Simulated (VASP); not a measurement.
Given:

```
CuZn
1.0
    2.94408     0.00000     0.00000
    0.00000     2.94408     0.00000
    0.00000     0.00000     2.94408
Zn Cu
1 1
Direct
  0.50000   0.50000   0.50000
  0.00000   0.00000   0.00000
```

All values below come from RPBE GGA, VASP's PBE PAW potentials (set 64) (plane waves; VASP 6.6.1). Settings: 520 eV cut-off, 12×12×12 Γ-centred mesh, first-order Methfessel-Paxton smearing of 0.10 eV, potentials Zn Cu.

Task: Give the stress tensor in GPa (positive for a compressed cell).

Result: 
```
7.51  0.00  0.00
0.00  7.51  0.00
0.00  0.00  7.51
```
The pressure is its mean diagonal, 7.51 GPa.

The compound is CuZn in the CsCl type structure. This cell is one point of a volume scan, at 0.94 of the reference volume. The electron count is odd and the run is not spin-polarised, which forces a metal.
